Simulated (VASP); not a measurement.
# ZrC: phonons from a supercell

Wanted: whether ZrC is dynamically stable, and its vibrational spectrum. The start is a cell from a database of measured crystal structures.

Calculated with VASP 6.6.1; LDA; plane waves and PAW (Zr_sv, C).

This is a report of a sequence of runs, with most program output left out.

The database entry behind the starting cell differs from later determinations by our own check (an axis about 0.7 % long against later determinations), so it need not match the best structure at ambient conditions.

## 1. Starting point

It takes space group Fm-3m (No. 225, cubic). Conventional cell: a = 4.730 Å, b = 4.730 Å, c = 4.730 Å, α = 90.00°, β = 90.00°, γ = 90.00°. Nearest to Zr lie 6 C at 2.37 Å. C has 6 Zr at 2.37 Å nearest. Farther neighbours are not listed.

As a file:

```
Zr C
1.0
     0.00000    2.36500    2.36500
     2.36500    0.00000    2.36500
     2.36500    2.36500    0.00000
Zr C
1 1
Direct
  0.50000 0.50000 0.50000
  0.00000 0.00000 0.00000
```

## 2. Relax the host

First cell and atoms are relaxed at a raised cutoff, so that later runs start from this functional's own cell.

Contents of INCAR:

```
SYSTEM = ZrC
PREC = Accurate
ENCUT = 520
EDIFF = 1E-06
NELM = 120
ISMEAR = 0
SIGMA = 0.05
LREAL = .FALSE.
ALGO = Normal
GGA = CA
NBANDS = 14
LASPH = .TRUE.
LORBIT = 11
LWAVE = .FALSE.
LCHARG = .FALSE.
KPAR = 4
IBRION = 2
NSW = 40
ISIF = 3
EDIFFG = -0.02
POTIM = 0.4
```

Contents of POSCAR:

```
ZrC
1.0
    0.0000000000      2.3650000000      2.3650000000
    2.3650000000      0.0000000000      2.3650000000
    2.3650000000      2.3650000000      0.0000000000
Zr C
1 1
Direct
    0.5000000000      0.5000000000      0.5000000000
    0.0000000000      0.0000000000      0.0000000000
```

Contents of KPOINTS:

```
Automatic mesh
0
Gamma
7 7 7
0 0 0
```

Potentials, in the order of the species: Zr_sv and C (LDA family, release 64).

Run with:

```
$ mpirun -np 4 vasp_std
```

Run time: 9.6 s. Hardware: 4 MPI ranks of AMD EPYC 7R43, shared host; peak memory 0.48 GiB; 36 s of CPU time.

The k-mesh is coarse for a metal. The run keeps the 48 symmetry operations of its start, so it cannot find a distortion of lower symmetry.

The steps of the relaxation:

| step | energy less that of the first step (eV) | largest force (eV/Å) | pressure (GPa) | volume (Å³) |
| --- | --- | --- | --- | --- |
| 1 | 0.0000 | 0.0000 | -11.99 | 26.46 |
| 2 | 0.0242 | 0.0000 | 17.48 | 23.54 |
| 3 | -0.0547 | 0.0000 | -0.18 | 25.08 |

| conventional cell, symmetrised | before | after | change |
| --- | --- | --- | --- |
| a (Å) | 4.730 | 4.646 | -1.8 % |
| b (Å) | 4.730 | 4.646 | -1.8 % |
| c (Å) | 4.730 | 4.646 | -1.8 % |
| volume (Å³/atom) | 13.23 | 12.54 | -5.2 % |

Final coordinates:

```xyz
2
Lattice="0.0000 2.3232 2.3232 2.3232 0.0000 2.3232 2.3232 2.3232 0.0000" Properties=species:S:1:pos:R:3 pbc="T T T"
Zr    2.3232    2.3232    2.3232
C     0.0000    0.0000    0.0000
```

Numbers from this step:

| Quantity | Value |
| --- | --- |
| electronic cycles | 31 |
| electrons | 16 |
| free energy (TOTEN) | -21.27 eV |
| energy at zero smearing | -21.27 eV |
| Fermi energy | 9.861 eV |
| pressure | -0.1841 GPa |
| labelled metallic, from the levels on this mesh | yes |

The run ended after 3 ionic steps, 0.055 eV below its first step, once forces and stress met EDIFFG = -0.02.

## 3. Relax the host again, on a new basis

The volume changed by more than 5 %, so the plane waves of the start no longer fit; a second relaxation removes that error.

INCAR: that of step 2 with these lines changed.

```diff
@@ -17,3 +17,3 @@
 IBRION = 2
-NSW = 40
+NSW = 30
 ISIF = 3
```

Contents of POSCAR:

```
ZrC
1.0
    0.0000000000      2.3231868732      2.3231868732
    2.3231868732      0.0000000000      2.3231868732
    2.3231868732      2.3231868732      0.0000000000
Zr C
1 1
Direct
    0.5000000000      0.5000000000      0.5000000000
    0.0000000000      0.0000000000      0.0000000000
```

KPOINTS is that of step 2.

Run with:

```
$ mpirun -np 4 vasp_std
```

Run time: 3.6 s. Hardware: 4 MPI ranks; peak memory 0.36 GiB.

Little changed from the start: no atom moved by 0.005 Å and no cell edge by 0.1 %.

This step gave:

```yaml
electronic_cycles: 14
pressure: -0.1524 GPa
```

The start already met the threshold, so nothing moved.

## 4. Tight relaxation

Force constants are second derivatives, so residual forces and stress must first be far smaller than in an ordinary relaxation. Smearing, mesh and cutoff differ from the relaxation before, which can move the cell too.

Contents of INCAR:

```
SYSTEM = ZrC
PREC = Accurate
ENCUT = 480
EDIFF = 1E-08
NELM = 120
ISMEAR = 1
SIGMA = 0.2
LREAL = .FALSE.
ALGO = Fast
GGA = CA
NBANDS = 14
LASPH = .TRUE.
LORBIT = 11
LWAVE = .FALSE.
LCHARG = .FALSE.
KPAR = 4
IBRION = 1
NSW = 30
ISIF = 3
EDIFFG = -0.002
POTIM = 0.4
```

POSCAR is that of step 3.

Contents of KPOINTS:

```
Automatic mesh
0
Gamma
12 12 12
0 0 0
```

Run with:

```
$ mpirun -np 4 vasp_std
```

Wall time 24 s (4 MPI ranks); peak memory 0.45 GiB.

Little changed from the start: no atom moved by 0.005 Å and no cell edge by 0.1 %.

Numbers from this step:

```yaml
electronic_cycles: 43
free_energy_toten: -21.28 eV
energy_at_zero_smearing: -21.28 eV
fermi_energy: 9.896 eV
pressure: 0.003349 GPa
```

The run ended after 3 ionic steps, 0.000 eV below its first step, once forces and stress met EDIFFG = -0.002.

## 5. Force constants in the supercell

System of this step: ZrC. The cell holds 54 atoms: 27 Zr and 27 C. Its edges and angles: a = 9.855 Å, b = 9.855 Å, c = 9.855 Å, α = 60.0°, β = 60.0°, γ = 60.0°. It derives from ZrC.

Each independent atom is moved by 0.015 Å both ways; the forces give the force constants out to half the supercell.

Contents of INCAR:

```
SYSTEM = ZrC
PREC = Accurate
ENCUT = 480
EDIFF = 1E-07
NELM = 120
ISMEAR = 1
SIGMA = 0.2
LREAL = Auto
ALGO = Fast
GGA = CA
NBANDS = 256
LASPH = .TRUE.
LWAVE = .FALSE.
LCHARG = .FALSE.
KPAR = 4
IBRION = 6
NSW = 1
NFREE = 2
POTIM = 0.015
ISIF = 0
ADDGRID = .TRUE.
```

Contents of POSCAR:

```
ZrC
1.0
    0.0000000000      6.9688673151      6.9688673151
    6.9688673151      0.0000000000      6.9688673151
    6.9688673151      6.9688673151      0.0000000000
Zr C
27 27
Direct
    0.1666666667      0.1666666667      0.1666666667
    0.1666666667      0.1666666667      0.5000000000
    0.1666666667      0.1666666667      0.8333333333
    0.1666666667      0.5000000000      0.1666666667
    0.1666666667      0.5000000000      0.5000000000
    0.1666666667      0.5000000000      0.8333333333
    0.1666666667      0.8333333333      0.1666666667
    0.1666666667      0.8333333333      0.5000000000
    0.1666666667      0.8333333333      0.8333333333
    0.5000000000      0.1666666667      0.1666666667
    0.5000000000      0.1666666667      0.5000000000
    0.5000000000      0.1666666667      0.8333333333
    0.5000000000      0.5000000000      0.1666666667
    0.5000000000      0.5000000000      0.5000000000
    0.5000000000      0.5000000000      0.8333333333
    0.5000000000      0.8333333333      0.1666666667
    0.5000000000      0.8333333333      0.5000000000
    0.5000000000      0.8333333333      0.8333333333
    0.8333333333      0.1666666667      0.1666666667
    0.8333333333      0.1666666667      0.5000000000
    0.8333333333      0.1666666667      0.8333333333
    0.8333333333      0.5000000000      0.1666666667
    0.8333333333      0.5000000000      0.5000000000
    0.8333333333      0.5000000000      0.8333333333
    0.8333333333      0.8333333333      0.1666666667
    0.8333333333      0.8333333333      0.5000000000
    0.8333333333      0.8333333333      0.8333333333
    0.0000000000      0.0000000000      0.0000000000
    0.0000000000      0.0000000000      0.3333333333
    0.0000000000      0.0000000000      0.6666666667
    0.0000000000      0.3333333333      0.0000000000
    0.0000000000      0.3333333333      0.3333333333
    0.0000000000      0.3333333333      0.6666666667
    0.0000000000      0.6666666667      0.0000000000
    0.0000000000      0.6666666667      0.3333333333
    0.0000000000      0.6666666667      0.6666666667
    0.3333333333      0.0000000000      0.0000000000
    0.3333333333      0.0000000000      0.3333333333
    0.3333333333      0.0000000000      0.6666666667
    0.3333333333      0.3333333333      0.0000000000
    0.3333333333      0.3333333333      0.3333333333
    0.3333333333      0.3333333333      0.6666666667
    0.3333333333      0.6666666667      0.0000000000
    0.3333333333      0.6666666667      0.3333333333
    0.3333333333      0.6666666667      0.6666666667
    0.6666666667      0.0000000000      0.0000000000
    0.6666666667      0.0000000000      0.3333333333
    0.6666666667      0.0000000000      0.6666666667
    0.6666666667      0.3333333333      0.0000000000
    0.6666666667      0.3333333333      0.3333333333
    0.6666666667      0.3333333333      0.6666666667
    0.6666666667      0.6666666667      0.0000000000
    0.6666666667      0.6666666667      0.3333333333
    0.6666666667      0.6666666667      0.6666666667
```

Contents of KPOINTS:

```
Automatic mesh
0
Gamma
4 4 4
0 0 0
```

Run with:

```
$ mpirun -np 4 vasp_std
```

Elapsed: 3.2 h, on 4 MPI ranks.

The run was stopped at its time limit, so it gives no result of its own.

## 6. Results

```json
{
  "result": "none"
}
```

In words: The session ends without its result: «force constants in the supercell» met its time limit.

[Lines on the potential files, build, host, timing and source positions are cut from VASP's logs without a mark.]

[Logs are printed without paths, hosts, clocks, repeated set-up lines and the standing remarks that a program may print on its own settings, such as how far it seeks lower states.]

[Hosts, paths, dates, database ids (printed as entryN), source tags and the programs' standing remarks are cut or masked in the printed files.]

[Runs that stopped without an error message from VASP are left out.]
